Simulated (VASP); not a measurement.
Take HfS₂ (1T layered), without spin-orbit terms, in VASP with PAW potentials, and its band gap. Without a dispersion term in the relaxation, distances and binding between the weakly bound layers, chains or molecules are unreliable, and so is what depends on them.

Problem. One run gives 1.25 eV. Which level is it?
A) optB88-vdW (own cell)
B) PBEsol (own cell)
C) PBE (own cell)
D) PBE0 (PBE cell)

Solution. C, PBE (own cell). [volume +12 % from the start] The others give 0.93 (PBEsol (own cell)), 2.75 (PBE0 (PBE cell) [volume +12 % from the start]), 1.00 (optB88-vdW (own cell)).

Only levels that ran to the end are used. Left out are those held back, those with too coarse a band path, GW runs whose mesh misses a band edge, hybrids' fits of cells that aren't cubic and levels without matching references; a question may draw on a part of the rest.

The compound is HfS2 in the 1T layered structure.
